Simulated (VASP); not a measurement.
Here is the system:

```yaml
crystal:
  lattice:
    - [3.05806, 0.00000, 0.00000]
    - [-1.52903, 2.64836, 0.00000]
    - [0.00000, 0.00000, 5.01991]
  atoms:
    - { symbol: Si, position: [0.33333, 0.66667, 0.49957] }
    - { symbol: Si, position: [0.66667, 0.33333, 0.99957] }
    - { symbol: C, position: [0.33333, 0.66667, 0.87543] }
    - { symbol: C, position: [0.66667, 0.33333, 0.37543] }
```

Calculation: LDA (Ceperley-Alder, Perdew-Zunger), VASP's LDA PAW potentials (set 64) (plane waves; VASP). Run with 520 eV cut-off, Gaussian smearing of 0.050 eV, potentials Si C.

Task: Give the energies of bands 3 to 11 at the high-symmetry points, in eV from the valence-band maximum.

Result: 
```
band      Γ      M      K      A      L      H
----  -----  -----  -----  -----  -----  -----
3     -8.82  -7.79  -6.88  -4.45  -8.36  -7.81
4     -1.32  -6.32  -6.24  -4.45  -8.36  -7.81
5     -1.32  -5.50  -6.24  -0.71  -2.47  -5.76
6     -0.11  -3.36  -4.11  -0.71  -2.47  -5.76
7      0.00  -3.36  -4.11  -0.71  -2.35  -1.75
8      0.00  -1.20  -3.90  -0.71  -2.35  -1.75
9      4.91   2.71   2.12   5.98   3.25   5.10
10     6.40   4.16   8.10   5.98   3.25   5.10
11     6.66   6.94   8.83   7.34   5.22   5.93
```

The gap is indirect, 2.12 eV, from the valence maximum at Γ to the conduction minimum at K.

The structure comes from a computed database's SiC entry (P6_3mc); how it stands against other phases isn't given here. It was relaxed first.
